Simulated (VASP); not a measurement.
# SnIr3 (Pm-3n) in VASP: single point with r2SCAN

Aim: the single point of SnIr3 with r2SCAN.

All numbers are computed with VASP 6.6.1; they aren't measurements. Logs are shortened: lines on timing, memory, paths and dates and some standing lists are left out, and cuts for length are marked.

### Step 1. Starting point

It takes space group Pm-3n (No. 223, cubic). The conventional cell has a = 5.389 Å, b = 5.389 Å, c = 5.389 Å, α = 90.00°, β = 90.00°, γ = 90.00°. Sn (site symmetry m-3) is surrounded by 12 Ir at 3.01 Å. Ir (site symmetry -4m2) is surrounded by 2 Ir at 2.69 Å and 4 Sn at 3.01 Å.

The cell was built by a generator and needn't be a form met in nature.

### Step 2. Single point, r2SCAN

File POSCAR:

```
SnIr3
1.0
    5.3888861800      0.0000000000      0.0000000000
    0.0000000000      5.3888861800      0.0000000000
    0.0000000000      0.0000000000      5.3888861800
Sn Ir
2 6
Direct
    0.0000000000      0.0000000000      0.0000000000
    0.5000000000      0.5000000000      0.5000000000
    0.2500000000      0.0000000000      0.5000000000
    0.5000000000      0.7500000000      0.0000000000
    0.7500000000      0.0000000000      0.5000000000
    0.5000000000      0.2500000000      0.0000000000
    0.0000000000      0.5000000000      0.7500000000
    0.0000000000      0.5000000000      0.2500000000
```

File INCAR.step1:

```
SYSTEM = SnIr3
PREC = Accurate ; ENCUT = 520
ISMEAR = -5 ; SIGMA = 0.0109
LREAL = .FALSE. ; LASPH = .TRUE.
NELM = 100 ; LMAXMIX = 4
GGA = PE ; ALGO = Normal
EDIFF = 1E-4 ; LWAVE = .TRUE.
LCHARG = .FALSE.
```

File INCAR.step2:

```
SYSTEM = SnIr3
PREC = Accurate ; ENCUT = 520
EDIFF = 1E-6 ; ISMEAR = 0
SIGMA = 0.0109 ; LREAL = .FALSE.
LASPH = .TRUE. ; NELM = 100
ALGO = Normal ; ISIF = 2
LWAVE = .FALSE. ; LCHARG = .FALSE.
LMAXMIX = 4 ; METAGGA = R2SCAN
LMIXTAU = .TRUE. ; LORBIT = 11
ISTART = 1
```

File KPOINTS:

```
regular mesh
0
G
  5 5 5
  0 0 0
```

Potentials or basis: VASP PAW PBE potentials, release 64 (Sn_d, Ir).

On the command line:

```console
> cat potpaw_PBE.64/Sn_d/POTCAR potpaw_PBE.64/Ir/POTCAR > POTCAR
> cp INCAR.step1 INCAR
> mpirun -np 1 vasp_std > vasp.out
> cp INCAR.step2 INCAR
> mpirun -np 1 vasp_std > vasp.out
```

OUTCAR:

```text
SYSTEM = SnIr3
   PREC = Accurate
   ENCUT = 520
   EDIFF = 1E-6
   ISMEAR = 0
   LREAL = .FALSE.
   LASPH = .TRUE.
   NELM = 100
   ISIF = 2
   METAGGA = R2SCAN
   LORBIT = 11
   ISTART = 1

 ion  position               nearest neighbor table
   1  0.000  0.000  0.000-   3 3.01   4 3.01   5 3.01   6 3.01   7 3.01   8 3.01   3 3.01   5 3.01
                             7 3.01   8 3.01   4 3.01   6 3.01
   2  0.500  0.500  0.500-   3 3.01   4 3.01   5 3.01   6 3.01   7 3.01   8 3.01   4 3.01   6 3.01
                             3 3.01   5 3.01   7 3.01   8 3.01
   3  0.250  0.000  0.500-   5 2.69   5 2.69   1 3.01   1 3.01   2 3.01   2 3.01   8 3.30   4 3.30
                             4 3.30   6 3.30   6 3.30   7 3.30   8 3.30   7 3.30
   4  0.500  0.750  0.000-   6 2.69   6 2.69   1 3.01   2 3.01   2 3.01   1 3.01   8 3.30   5 3.30
                             3 3.30   5 3.30   3 3.30   7 3.30   7 3.30   8 3.30
   5  0.750  0.000  0.500-   3 2.69   3 2.69   1 3.01   1 3.01   2 3.01   2 3.01   8 3.30   4 3.30
                             4 3.30   6 3.30   6 3.30   7 3.30   8 3.30   7 3.30
   6  0.500  0.250  0.000-   4 2.69   4 2.69   1 3.01   2 3.01   2 3.01   1 3.01   8 3.30   3 3.30
                             3 3.30   5 3.30   5 3.30   7 3.30   7 3.30   8 3.30
   7  0.000  0.500  0.750-   8 2.69   8 2.69   1 3.01   2 3.01   1 3.01   2 3.01   3 3.30   4 3.30
                             5 3.30   3 3.30   5 3.30   6 3.30   4 3.30   6 3.30
   8  0.000  0.500  0.250-   7 2.69   7 2.69   1 3.01   2 3.01   1 3.01   2 3.01   3 3.30   4 3.30
                             5 3.30   3 3.30   5 3.30   6 3.30   4 3.30   6 3.30

  LATTYP: Found a simple cubic cell.
 ALAT       =     5.3888861800

  Lattice vectors:

 A1 = (   5.3888861800,   0.0000000000,   0.0000000000)
 A2 = (   0.0000000000,   5.3888861800,   0.0000000000)
 A3 = (   0.0000000000,   0.0000000000,   5.3888861800)

Analysis of symmetry for initial positions (statically):
=====================================================================
 Subroutine PRICEL returns:
 Original cell was already a primitive cell.

 Routine SETGRP: Setting up the symmetry group for a
 simple cubic supercell.

 Subroutine GETGRP returns: Found 48 space group operations
 (whereof 24 operations were pure point group operations)
 out of a pool of 48 trial point group operations.

The static configuration has the point symmetry T_h .
 The point group associated with its full space group is O_h .

Analysis of symmetry for dynamics (positions and initial velocities):
=====================================================================
 Subroutine PRICEL returns:
 Original cell was already a primitive cell.

 Routine SETGRP: Setting up the symmetry group for a
 simple cubic supercell.

 Subroutine GETGRP returns: Found 48 space group operations
 (whereof 24 operations were pure point group operations)
 out of a pool of 48 trial point group operations.

The dynamic configuration has the point symmetry T_h .
 The point group associated with its full space group is O_h .

 Subroutine INISYM returns: Found 48 space group operations
 (whereof 24 operations are pure point group operations),
 and found     1 'primitive' translations

----------------------------------------------------------------------------------------

                                     Primitive cell

  volume of cell :     156.4938

  direct lattice vectors                    reciprocal lattice vectors
     5.388886180  0.000000000  0.000000000     0.185567104  0.000000000  0.000000000
     0.000000000  5.388886180  0.000000000     0.000000000  0.185567104  0.000000000
     0.000000000  0.000000000  5.388886180     0.000000000  0.000000000  0.185567104

  length of vectors
     5.388886180  5.388886180  5.388886180     0.185567104  0.185567104  0.185567104

  position of ions in fractional coordinates (direct lattice)
     0.000000000  0.000000000  0.000000000
     0.500000000  0.500000000  0.500000000
     0.250000000  0.000000000  0.500000000
     0.500000000  0.750000000  0.000000000
     0.750000000  0.000000000  0.500000000
     0.500000000  0.250000000  0.000000000
     0.000000000  0.500000000  0.750000000
     0.000000000  0.500000000  0.250000000

  ion indices of the primitive-cell ions
   primitive index   ion index
                 1           1
                 2           2
                 3           3
                 4           4
                 5           5
                 6           6
                 7           7
                 8           8

----------------------------------------------------------------------------------------

 KPOINTS: regular mesh

Automatic generation of k-mesh.
 Grid dimensions read from file:
 generate k-points for:    5    5    5

 Generating k-lattice:

  Cartesian coordinates                     Fractional coordinates (reciprocal lattice)
     0.037113421  0.000000000  0.000000000     0.200000000  0.000000000  0.000000000
     0.000000000  0.037113421  0.000000000     0.000000000  0.200000000  0.000000000
     0.000000000  0.000000000  0.037113421     0.000000000  0.000000000  0.200000000

  Length of vectors
     0.037113421  0.037113421  0.037113421

  Shift w.r.t. Gamma in fractional coordinates (k-lattice)
     0.000000000  0.000000000  0.000000000

 Subroutine IBZKPT returns following result:
 ===========================================

 Found     10 irreducible k-points:

 Following reciprocal coordinates:
            Coordinates               Weight
  0.000000  0.000000  0.000000      1.000000
  0.200000  0.000000  0.000000      6.000000
  0.400000  0.000000  0.000000      6.000000
  0.200000  0.200000  0.000000     12.000000
  0.400000  0.200000  0.000000     24.000000
  0.400000  0.400000  0.000000     12.000000
  0.200000  0.200000  0.200000      8.000000
  0.400000  0.200000  0.200000     24.000000
  0.400000  0.400000  0.200000     24.000000
  0.400000  0.400000  0.400000      8.000000
   k-points           NKPTS =     10   k-points in BZ     NKDIM =     10   number of bands    NBANDS=     49
   number of dos      NEDOS =    301   number of ions     NIONS =      8
   total plane-waves  NPLWV =  64000
   dimension x,y,z NGX =    40 NGY =   40 NGZ =   40
   dimension x,y,z NGXF=    80 NGYF=   80 NGZF=   80
   ions per type =               2   6
   NGX,Y,Z   is equivalent  to a cutoff of  12.34, 12.34, 12.34 a.u.
   NGXF,Y,Z  is equivalent  to a cutoff of  24.68, 24.68, 24.68 a.u.
 SYSTEM =  SnIr3
   PREC   = accura    normal or accurate (medium, high low for compatibility)
   ISTART =      1    job   : 0-new  1-cont  2-samecut
   ICHARG =      0    charge: 1-file 2-atom 10-const
   ISPIN  =      1    spin polarized calculation?
   LNONCOLLINEAR =      F non collinear calculations
   LSORBIT =      F    spin-orbit coupling
   LASPH  =      T    aspherical Exc in radial PAW
   ENCUT  =  520.0 eV  38.22 Ry    6.18 a.u.  10.02 10.02 10.02*2*pi/ulx,y,z
   NELM   =    100;   NELMIN=  2; NELMDL=  0     # of ELM steps
   EDIFF  = 0.1E-05   stopping-criterion for ELM
   LREAL  =      F    real-space projection
   EDIFFG = 0.1E-04   stopping-criterion for IOM
   NSW    =      0    number of steps for IOM
   IBRION =     -1    ionic relax: 0-MD 1-quasi-New 2-CG
   NFREE  =      0    steps in history (QN), initial steepest desc. (CG)
   ISIF   =      2    stress and relaxation
   ISYM   =      2    0-nonsym 1-usesym 2-fastsym
   POTIM  = 0.5000    time-step for ionic-motion
   TEBEG  =    0.0;   TEEND  =   0.0 temperature during run
   PSTRESS=    0.0 pullay stress
   NELECT =      82.0000    total number of electrons
   NUPDOWN=      -1.0000    fix difference up-down
   EMIN   =  10.00;   EMAX   =-10.00  energy-range for DOS
   EFERMI =   0.00;   METHOD = LEGACY
   ISMEAR =     0;   SIGMA  =   0.01  broadening in eV -4-tet -1-fermi 0-gaus
   EFERMI_NEDOS =   21; number of points for ismear=-14 and -15
   IALGO  =     38    algorithm
   IMIX   =      4    mixing-type and parameters
     AMIX     =   0.40;   BMIX     =  1.00
     AMIX_MAG =   1.60;   BMIX_MAG =  1.00
  volume/ion in A,a.u.               =      19.56       132.01
  Fermi-wavevector in a.u.,A,eV,Ry     =   1.319817  2.494093 23.700224  1.741917
  Thomas-Fermi vector in A             =   2.449688
   LORBIT       =     11    0 simple, 1 ext, 2 COOP (PROOUT), +10 PAW based schemes
   METAGGA = R2SCAN    functional components
   LHFCALC =     F    Hartree Fock is set to
   AEXX    =    0.0000 exact exchange contribution
   IVDW    =     0    specifies the selected vdW correction
   LEPSILON=     F    determine dielectric tensor
   LRPA    =     F    only Hartree local field effects (RPA)
 non-spin polarized calculation
 Gauss-broadening in eV      SIGMA  =   0.01
  energy-cutoff  :      520.00
  volume of cell :      156.49
 maximum number of plane-waves:      4231
   NGX = 21   NGY = 21   NGZ = 21

 number of electron      82.0000018 magnetization

 Free energy of the ion-electron system (eV)
  ---------------------------------------------------
  ext. energy  EPLUGINS =         0.00000000
  ---------------------------------------------------
  free energy    TOTEN  =      -355.83761357 eV

  energy without entropy =     -355.83577286  energy(sigma->0) =     -355.83669321

 E-fermi :   7.1693     XC(G=0): -13.1236

 val. band max:        7.1652458731   @ k =   0.2000   0.0000   0.0000
 cond. band min:       7.1718471557   @ k =   0.4000   0.4000   0.0000
 fundamental gap:      0.0066012826
 Fermi energy:         7.1692659449

 k-point     1 :       0.0000    0.0000    0.0000
  band No.  band energies     occupation
      1     -15.0525      2.00000
      2     -15.0525      2.00000
      3     -15.0470      2.00000
      4     -15.0470      2.00000
      5     -15.0405      2.00000
      6     -15.0405      2.00000
[... 41 lines left out ...]
     48       8.8605      0.00000
     49      11.4589      0.00000

 k-point     2 :       0.2000    0.0000    0.0000
  band No.  band energies     occupation
      1     -15.0520      2.00000
      2     -15.0516      2.00000
      3     -15.0473      2.00000
      4     -15.0470      2.00000
      5     -15.0405      2.00000
      6     -15.0405      2.00000
[... 41 lines left out ...]
     48       9.9862      0.00000
     49      10.7249      0.00000

 k-point     3 :       0.4000    0.0000    0.0000
  band No.  band energies     occupation
      1     -15.0507      2.00000
      2     -15.0500      2.00000
      3     -15.0481      2.00000
      4     -15.0475      2.00000
      5     -15.0409      2.00000
      6     -15.0409      2.00000
[... 41 lines left out ...]
     48       9.4652      0.00000
     49      10.6536      0.00000

 k-point     4 :       0.2000    0.2000    0.0000
  band No.  band energies     occupation
      1     -15.0513      2.00000
      2     -15.0510      2.00000
      3     -15.0475      2.00000
      4     -15.0473      2.00000
      5     -15.0416      2.00000
      6     -15.0405      2.00000
[... 249 lines left out ...]
     48      10.0575      0.00000
     49      10.5775      0.00000

 k-point     9 :       0.4000    0.4000    0.2000
  band No.  band energies     occupation
      1     -15.0490      2.00000
      2     -15.0489      2.00000
      3     -15.0476      2.00000
      4     -15.0475      2.00000
      5     -15.0444      2.00000
      6     -15.0412      2.00000
[... 41 lines left out ...]
     48       8.9841      0.00000
     49      10.8893      0.00000

 k-point    10 :       0.4000    0.4000    0.4000
  band No.  band energies     occupation
      1     -15.0478      2.00000
      2     -15.0478      2.00000
      3     -15.0477      2.00000
      4     -15.0477      2.00000
      5     -15.0428      2.00000
      6     -15.0419      2.00000
[... 41 lines left out ...]
     48       8.0494      0.00000
     49      12.2726      0.00000

------------------------ aborting loop because EDIFF is reached ----------------------------------------

  FORCE on cell =-STRESS in cart. coord.  units (eV):
  Direction    XX          YY          ZZ          XY          YZ          ZX
  --------------------------------------------------------------------------------------
  -------------------------------------------------------------------------------------
  Total      -28.4084834    -28.4084834    -28.4084834     -0.0000000      0.0000000      0.0000000
  in kB     -290.8449980   -290.8449980   -290.8449980     -0.0000000      0.0000000      0.0000000
  external PRESSURE =    -290.8449980 kB  Pullay stress =       0.0000000 kB

 VOLUME and BASIS-vectors are now :
 -----------------------------------------------------------------------------
  energy-cutoff  :      520.00
  volume of cell :      156.49
      direct lattice vectors                 reciprocal lattice vectors
     5.388886180  0.000000000  0.000000000     0.185567104  0.000000000  0.000000000
     0.000000000  5.388886180  0.000000000     0.000000000  0.185567104  0.000000000
     0.000000000  0.000000000  5.388886180     0.000000000  0.000000000  0.185567104

 POSITION                                       TOTAL-FORCE (eV/Angst)
 -----------------------------------------------------------------------------------
      0.00000      0.00000      0.00000         0.000000      0.000000      0.000000
      2.69444      2.69444      2.69444         0.000000      0.000000      0.000000
      1.34722      0.00000      2.69444         0.000000      0.000000      0.000000
      2.69444      4.04166      0.00000         0.000000      0.000000      0.000000
      4.04166      0.00000      2.69444        -0.000000     -0.000000     -0.000000
      2.69444      1.34722      0.00000        -0.000000     -0.000000     -0.000000
      0.00000      2.69444      4.04166         0.000000     -0.000000      0.000000
      0.00000      2.69444      1.34722         0.000000      0.000000     -0.000000
 -----------------------------------------------------------------------------------
    total drift:                               -0.000000      0.000000     -0.000000

  FREE ENERGIE OF THE ION-ELECTRON SYSTEM (eV)
  ---------------------------------------------------
  free  energy   TOTEN  =      -355.8376135671 eV

  energy  without entropy=     -355.8357728573  energy(sigma->0) =     -355.83669321

 total charge

# of ion       s       p       d       tot
------------------------------------------
    1        0.983   1.062  10.066  12.111
    2        0.983   1.062  10.066  12.111
    3        0.506   0.391   6.951   7.848
    4        0.506   0.391   6.951   7.848
    5        0.506   0.391   6.951   7.848
    6        0.506   0.391   6.951   7.848
    7        0.506   0.391   6.951   7.848
    8        0.506   0.391   6.951   7.848
--------------------------------------------------
tot          5.003   4.467  61.839  71.309
```

Wall time 3.6 min (1 thread of Intel Xeon Platinum 8488C (Sapphire Rapids), shared host); peak memory 0.28 GiB.

What came out:

```
Free energy                                           : -355.8376 eV
Pressure                                              : -29.1 GPa
Band gap on the k mesh                                : none (metal or under the smearing width)
Valence electrons inside the program's atomic spheres : Sn 12.11; Ir 7.85
```

Levels at points of the mesh, in eV from the Fermi level:
| k point | band 38 | band 39 | band 40 | band 41 | band 42 | band 43 | band 44 | band 45 |
| --- | --- | --- | --- | --- | --- | --- | --- | --- |
| (0.00, 0.00, 0.00) | 0.02 | 0.05 | 0.05 | 0.05 | 0.29 | 0.29 | 0.85 | 1.10 |

Caveat: a pressure of tens of GPa on the cell as given is suspect, and the run, the potentials or the cell itself is likely at fault; the PAW data sets were made with another functional, which shifts forces and pressure a little. The run has no spin-orbit coupling, so splittings on Ir are missing.
